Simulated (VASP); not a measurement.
Here is the system:

```
Ti
1.0
    1.45100    -2.51320     0.00000
    1.45100     2.51320     0.00000
    0.00000     0.00000     4.59990
Ti
2
Direct
  0.33333   0.66667   0.25000
  0.66667   0.33333   0.75000
```

The numbers are results of vdW-DF-cx, VASP's PBE PAW potentials (set 64) (plane waves; VASP), not measurements. Settings: 520 eV cut-off, Gaussian smearing of 0.050 eV, potentials Ti_sv.

**Question.** Give the energies of bands 9 to 15 at the high-symmetry points, in eV from the Fermi level.

**Answer.** 
```json
[
 {"band": "9", "Γ": "-6.25", "M": "-2.39", "K": "-1.81", "A": "-4.35", "L": "-2.65", "H": "-1.31"},
 {"band": "10", "Γ": "-2.79", "M": "-2.28", "K": "-1.43", "A": "-4.35", "L": "-2.65", "H": "-1.31"},
 {"band": "11", "Γ": "0.76", "M": "-1.96", "K": "-1.43", "A": "0.05", "L": "-0.89", "H": "-1.15"},
 {"band": "12", "Γ": "0.76", "M": "-0.59", "K": "-1.33", "A": "0.05", "L": "-0.89", "H": "-1.15"},
 {"band": "13", "Γ": "0.87", "M": "0.46", "K": "0.21", "A": "0.67", "L": "1.42", "H": "-0.22"},
 {"band": "14", "Γ": "0.87", "M": "0.63", "K": "0.21", "A": "0.67", "L": "1.42", "H": "-0.22"},
 {"band": "15", "Γ": "1.28", "M": "1.20", "K": "1.53", "A": "0.67", "L": "1.77", "H": "1.71"}
]
```

It has no gap at this level: it comes out as a metal or semimetal.

The compound is Ti in the hcp structure. It was relaxed first.
